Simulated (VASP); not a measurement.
The system is Cs2AgBiBr6.

```
CELL_PARAMETERS angstrom
0.00000 5.61610 5.61610
5.61610 0.00000 5.61610
5.61610 5.61610 0.00000
ATOMIC_POSITIONS crystal
Cs 0.25000 0.25000 0.25000
Cs 0.75000 0.75000 0.75000
Ag 0.50000 0.50000 0.50000
Bi 0.00000 0.00000 0.00000
Br 0.25055 0.74945 0.25055
Br 0.25055 0.74945 0.74945
Br 0.74945 0.25055 0.74945
Br 0.74945 0.25055 0.25055
Br 0.25055 0.25055 0.74945
Br 0.74945 0.74945 0.25055
```

* Program: VASP 6.6.1
* Task: relaxation of cell and atoms
* Functional: LDA
* Potentials or basis: VASP PAW LDA potentials, release 64 (Cs_sv, Ag, Bi_d, Br)
* Cutoff: 600 eV
* k mesh: 4 × 4 × 4
* Occupations: gaussian, width 0.03 eV
* Spin: no spin polarisation

At the start: pressure -1.4 GPa; volume 35.43 Å³/atom.

Task: Where does the relaxation end?

Result: Over 6 steps the energy falls by 16.1 meV/atom and the volume is 33.35 Å³/atom (-5.9 %); space group Fm-3m (No. 225, to 0.05 Å).

The path:
| step | energy change (eV) | largest force (eV/Å) | pressure (GPa) | volume (Å³) |
| --- | --- | --- | --- | --- |
| 1 | 0.0000 | 0.3404 | -1.39 | 354.27 |
| 2 | -0.1161 | 0.3459 | -0.25 | 338.72 |
| 3 | -0.1290 | 0.3363 | 0.38 | 331.84 |
| 4 | -0.1579 | 0.0980 | 0.20 | 331.84 |
| 5 | -0.1607 | 0.0015 | 0.14 | 331.85 |
| 6 | -0.1612 | 0.0038 | -0.03 | 333.48 |

Final structure:
```
Cs Ag Bi Br
1.0
     0.00000    5.50404    5.50404
     5.50404    0.00000    5.50404
     5.50404    5.50404    0.00000
Cs Ag Bi Br
2 1 1 6
Direct
  0.25000 0.25000 0.25000
  0.75000 0.75000 0.75000
  0.50000 0.50000 0.50000
  0.00000 0.00000 0.00000
  0.25543 0.74457 0.25543
  0.25543 0.74457 0.74457
  0.74457 0.25543 0.74457
  0.74457 0.25543 0.25543
  0.25543 0.25543 0.74457
  0.74457 0.74457 0.25543
```
